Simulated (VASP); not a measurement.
```yaml
crystal:
  lattice:
    - [1.83000, -3.16965, 0.00000]
    - [1.83000, 3.16965, 0.00000]
    - [0.00000, 0.00000, 5.82000]
  atoms:
    - { symbol: Zr, position: [0.00000, 0.00000, 0.00000] }
    - { symbol: S, position: [0.33333, 0.66667, 0.25000] }
    - { symbol: S, position: [0.66667, 0.33333, 0.75000] }
```

Method: PBE GGA, VASP's PBE PAW potentials (set 64) (plane waves; VASP). Settings: 400 eV cut-off, KSPACING 0.6 per Å, Gaussian smearing of 0.050 eV, potentials Zr_sv S.

Problem. Predict the energy per atom (σ→0), pressure.

Solution. 
```yaml
energy per atom (σ→0): -7.141 eV/atom
pressure: 1.28 GPa
```

Total energies compare only between runs with the same potentials, cut-off and functional.

The compound is ZrS2 in the 1T layered structure. The cell was not relaxed at this level. The run is one of a series of settings (KGAMMA = .FALSE., KSPACING = 0.6, KPOINTS file removed against the base run), some of them coarse on purpose.
